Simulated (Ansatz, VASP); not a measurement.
# Cross-check of AlNi between VASP and Ansatz

Aim: how closely do two programs agree when they are given the same cell, functional and k mesh? The cell is taken from a series of runs on this material, whose earlier steps may have relaxed, scaled, displaced or heated it; both programs get it as it stands.

Program: Ansatz 0.2.0. Level of theory: plane waves, with VASP 6.6.1 beside it; LDA. Results are calculated unless marked as measured.

## Step 1: The starting structure

The structure is tetragonal, space group P4/mmm (No. 123). The conventional cell has a = 2.842 Å, b = 2.842 Å, c = 2.804 Å, α = 90.00°, β = 90.00°, γ = 90.00°. Nearest to Al lie 8 Ni at 2.45 Å. Nearest to Ni lie 8 Al at 2.45 Å. Farther neighbours are not listed.

## Step 2: Ansatz: zone-centre phonons, LDA

Ansatz runs on its PAW soft_1 files.

Second derivatives magnify differences that forces hide, and they need a tight electronic threshold.

input.yaml reads:

```yaml
crystal:
  lattice:
    - [2.8424516266, 0.0, 0.0]
    - [0.0, 2.8424516266, 0.0]
    - [0.0, 0.0, 2.8035974506]
  atoms:
    - { symbol: Al, position: [0.0, 0.0, 0.0] }
    - { symbol: Ni, position: [0.5, 0.5, 0.5] }
kpoints:
  mp_grid: { grid: [16, 16, 16] }
hamiltonian:
  xc: lda
  pseudopotentials: { kind: paw, azcp: { folder: soft_1 }, xc_functional: pbe }
scf:
  occupations: { method: methfessel_paxton, width: 0.2 }
output:
  eigenvalues: true
phonons:
  method: dfpt
```

Launch:

```console
$ ansatz run input.yaml --threads 4 --pin off --max-ram 10240MiB --backend cpu --events-out ev --progress --plain --runs-dir out
```

Numbers of over 12 decimals in the logs are rounded to 6 here.

The program printed:

```text
zone centre: on kpoints.mp_grid the ground state, and the responses unless they are solved on pairs of k-points, stand on 729 of the mesh's 4096 k-points, reduced under 8 symmetry operations, with k and −k counted as one. Each operation leaves every solved displacement unchanged or reverses it
Engine: ansatz 0.2.0, x86_64-unknown-linux-gnu
Pseudopotentials: kind: paw
Pseudopotential: Al, paw, valence charge 3, recommended cutoff 420 eV (normal), soft_1/Al.paw.azcp
Pseudopotential: Ni, paw, valence charge 18, recommended cutoff 420 eV (normal), soft_1/Ni.paw.azcp
Functional definition: SPW92
  exchange = slater_x
  correlation = pw_c
Crystal: 2 atoms, lattice volume = 22.652 Å³
Basis set: ecut = 420 eV, 461 PW (Γ), exchange–correlation on 40×40×40 points (8 copies of the dense FFT grid, shifted against one another)
Bands: 15, of which v1, the nominal top of the filled ones, is band 11 counted from 1 (10 counted from 0)
Symmetry: 16 space group operations
k-points: 729 of 4096 (irreducible under 8 space group operations)
Non-local potential: Al, projectors of the file, l = 0: 2, l = 1: 2, l = 2: 1
Non-local potential: Ni, projectors of the file, l = 0: 3, l = 1: 2, l = 2: 3, l = 3: 1
PAW form: soft (Blöchl's): semilocal exchange-correlation on the pseudo side does not see the compensation charge
PAW frozen core: Al, regenerated for the run's functional, and the local potential with it (the file was generated under x = pbe(κ = 0.804, μ = 0.219515), c = pbe(β = 0.066725))
PAW frozen core: Ni, regenerated for the run's functional, and the local potential with it (the file was generated under x = pbe(κ = 0.804, μ = 0.219515), c = pbe(β = 0.066725))
PAW one-centre angular grid: Al, 110 points (default); XC on 64 Gauss nodes
PAW one-centre angular grid: Ni, 590 points (default); XC on 64 Gauss nodes
Initial density: superposition of atomic densities (chi_scale 0.1, normalization cell, long waves kept (reshape's long-wave potential 0.00 eV rms))
Initial wavefunctions: pseudopotential atomic-orbital guess
Functional: x = slater, c = lda
SCF iter   1: F=—  HF=-6288.055478 eV  |F-HF|=—  |Δ(HF+E_count)|=         —  Δρ=7.25e-2  dr2=1.28e0  ethr=3.10e-3  ⟨swp⟩=4.0  Hψ=48502  notcnv=0
preconditioner: auto → none  [metal: Δε(μ)=0.003 eV  Ē_g=10.529 eV  σ=0.200 eV  W_gap=0.01  n_scr=6 (ndim 8)  ℏωp=28.1 eV  f_vac=0.000  D(μ)=0.57/eV (n_scr^D=0)  sad-step TF]
SCF iter   2: F=—  HF=-6287.882715 eV  |F-HF|=—  |Δ(HF+E_count)|=   1.73e-1  S|Δr|=    0.00e0  Δρ=5.71e-2  dr2=8.18e-1  ethr=3.10e-3  ⟨swp⟩=2.0  Hψ=19492  notcnv=0  defer=165
SCF iter   3: F=—  HF=-6287.685541 eV  |F-HF|=—  |Δ(HF+E_count)|=   1.97e-1  S|Δr|=    0.00e0  Δρ=1.65e-2  dr2=6.28e-2  ethr=3.10e-3  ⟨swp⟩=2.0  Hψ=13935  notcnv=0  defer=165
SCF iter   4: F=—  HF=-6287.673521 eV  |F-HF|=—  |Δ(HF+E_count)|=   1.20e-2  S|Δr|=    0.00e0  Δρ=4.40e-3  dr2=2.41e-3  ethr=2.99e-4  ⟨swp⟩=1.5  Hψ=17241  notcnv=0  defer=154
SCF iter   5: F=—  HF=-6287.673533 eV  |F-HF|=—  |Δ(HF+E_count)|=   1.20e-5  S|Δr|=    0.00e0  Δρ=1.70e-3  dr2=3.06e-4  ethr=1.15e-5  ⟨swp⟩=2.2  Hψ=15015  notcnv=0  defer=153
SCF iter   6: F=—  HF=-6287.673444 eV  |F-HF|=—  |Δ(HF+E_count)|=   8.85e-5  S|Δr|=    0.00e0  Δρ=4.49e-4  dr2=2.24e-5  ethr=1.46e-6  ⟨swp⟩=2.3  Hψ=15803  notcnv=0  defer=153
SCF iter   7: F=—  HF=-6287.673437 eV  |F-HF|=—  |Δ(HF+E_count)|=   6.99e-6  S|Δr|=    0.00e0  Δρ=5.83e-5  dr2=3.94e-7  ethr=1.07e-7  ⟨swp⟩=2.2  Hψ=15109  notcnv=0  defer=153
SCF iter   8: F=—  HF=-6287.673452 eV  |F-HF|=—  |Δ(HF+E_count)|=   1.46e-5  S|Δr|=    0.00e0  Δρ=4.15e-6  dr2=2.22e-9  ethr=1.88e-9  ⟨swp⟩=2.2  Hψ=15414  notcnv=0  defer=153
SCF iter   9: F=-6287.673452 eV  HF=-6287.673452 eV  |F-HF|=7.28e-12  |Δ(HF+E_count)|=  3.58e-10  S|Δr|=    0.00e0  Δρ=2.06e-7  dr2=5.39e-12  ethr=1.00e-12  ⟨swp⟩=5.2  Hψ=56103  notcnv=0
SCF 1 converged in 9 iterations: F = -6287.673452 eV  dr2 = 5.39e-12
  greatest PAW one-centre occupation: 1.001 electrons in one spin orbital (limit 2), on the Ni atom at site 1 (counted from 0), in its partial waves of l = 1
DFPT response loops at Γ: preconditioner auto → Kerker (q_TF=auto, 2.694 Å⁻¹) (partly filled bands, converged f_vac=0.000); β = 1.00, the filter's whole step (`scf.mixing.beta` (0.50) is not read by the response loops under this deck's `scf.mixing.preconditioner`; to damp them name `kerker` or `kerker_dos`, under which they read `scf.mixing.beta`, and type it under 1.00, their step now; both keys bind the ground state too); Broyden in place of MSR1
SCF converged after 9 iterations
Stability not checked: this state was not tested for a lower state beside it, because cold or Methfessel-Paxton smearing, or corrected tetrahedra, fill the levels in a way that the test cannot read (fill_not_monotonic; see scf.lower_state_search)
Free energy (F): -6287.673452 eV
Harris-Foulkes:  -6287.673452 eV  (|F-HF|=7.28e-12)
Internal energy: -6287.674187 eV  (E = F + TS)
E sigma→0 (E₀):  -6287.673636 eV
Entropy (-TS):   0.000736 eV (0.368 meV/atom)
Fermi energy:    14.474789 eV
--- Per-component energies (eV) ---
  E_band       = -325.370552
  E_kinetic    = 371.061203
  E_local      = -3676.420824  (includes V_loc(G=0)·N_el)
  E_nonlocal   = -101.786996
  E_hartree    = 1933.575732
  E_xc         = -152.478955
  E_vxc        = -178.751781  (∫ρ·V_xc dr)
  E_paw        = -2037.638113  (= ΣΔE_a)
  E_vpaw       = -606.624313  (= ΣTr[D̂ρ^β])
  E_aug_tail   = 0.000887  (compensation charges beyond the density's cutoff)
  E_ewald      = -2624.476960
  E_core_change = 0.489838  (= ΣΔE_core)
  E_smearing   = 0.000736  (= −TS)
  E_closure    = -0.000000  (closes the sum)
  Σ components = -6287.673452   (vs F -6287.673452, Δ=0.00e0)
--- Band table (eV; the first three rows and the last of 729) ---
  k-point 0: bands = [... 7 lower, 12.7806, 12.8262, 12.8262, 19.9877, 19.9877, 20.4999, 22.7762, 22.8755]
  k-point 1: bands = [... 7 lower, 12.7847, 12.7899, 12.7899, 19.6363, 20.0888, 20.0888, 22.7783, 23.6376]
  k-point 2: bands = [... 7 lower, 12.6895, 12.6895, 12.7962, 18.1760, 20.3836, 20.3836, 22.7845, 24.7737]
  k-point 728: bands = [... 7 lower, 13.3986, 13.4381, 16.4095, 16.4095, 16.4406, 18.5526, 19.1179, 19.2724]
--- Phonons (Γ-DFPT): 4 representative perturbations + reference, on 729 of 4096 k-points (Σ response iterations 12) ---
  k mesh reduced under 8 symmetry operations, with k and −k counted as one. Each operation leaves every solved displacement unchanged or reverses it
  ASR residual: 1.353e-4 → 0.000e0 eV/Å²; symmetrization residual: 9.720e-7 eV/Å²
  ASR residual per site (eV/Å²): 7.65e-6 1.35e-4
  Γ frequencies (cm⁻¹): 0.00 0.00 0.00 308.19 309.11 309.11
  non-analytic LO–TO correction: not included (Born effective charges unavailable; polar crystals: no LO–TO splitting at Γ)
```

The column dr2 measures how far the density is from self-consistency, as an energy; F and HF (Harris–Foulkes) agree once it is small.

(Part 1 of 2 ends here.)

[Lines on the potential files, build, host, timing and source positions are cut from VASP's logs without a mark.]

[Logs are printed without paths, hosts, clocks, repeated set-up lines and the standing remarks that a program may print on its own settings, such as how far it seeks lower states.]

[Hosts, paths, dates, database ids (printed as entryN), source tags and the programs' standing remarks are cut or masked in the printed files.]
